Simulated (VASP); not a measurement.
The system is Si3C.

```
Si C
1.0
     4.91480    0.00000    0.00000
    -2.45740    4.25634    0.00000
     0.00000    0.00000    2.43311
Si C
3 1
Direct
  0.50000 0.00000 0.50000
  0.00000 0.50000 0.50000
  0.50000 0.50000 0.50000
  0.00000 0.00000 0.50000
```

The cell was built by a generator and needn't be a form met in nature.

* Program: VASP 6.6.1
* Task: relaxation of cell and atoms
* Functional: PBE
* Dispersion: D2
* Potentials or basis: VASP PAW PBE potentials, release 64 (Si, C)
* Cutoff: 600 eV
* k mesh: 5 × 5 × 8
* Occupations: fermi-dirac, width 0.05 eV
* Spin: no spin polarisation

At the start: pressure -3.2 GPa; volume 12.72 Å³/atom.

Where does the relaxation end?

Over 6 steps the energy falls by 9.9 meV/atom and the volume is 12.38 Å³/atom (-2.7 %); space group P6/mmm (No. 191, to 0.05 Å).

The path:
| step | energy change (eV) | largest force (eV/Å) | pressure (GPa) | volume (Å³) |
| --- | --- | --- | --- | --- |
| 1 | 0.0000 | 0.0000 | -3.20 | 50.90 |
| 2 | -0.0368 | 0.0000 | 1.52 | 49.03 |
| 3 | -0.0394 | 0.0000 | 0.53 | 49.37 |
| 4 | -0.0394 | 0.0000 | 0.43 | 49.40 |
| 5 | -0.0396 | 0.0000 | -0.18 | 49.61 |
| 6 | -0.0397 | 0.0000 | 0.03 | 49.53 |

Final structure:
```
CELL_PARAMETERS angstrom
4.82852 0.00000 0.00000
-2.41426 4.18162 0.00000
0.00000 0.00000 2.45318
ATOMIC_POSITIONS crystal
Si 0.50000 0.00000 0.50000
Si 0.00000 0.50000 0.50000
Si 0.50000 0.50000 0.50000
C 0.00000 0.00000 0.50000
```

Caveat: atom-pairwise D2, TS and ULG terms overbind metals; pairwise dispersion overbinds metals, which lowers pressure and volume.
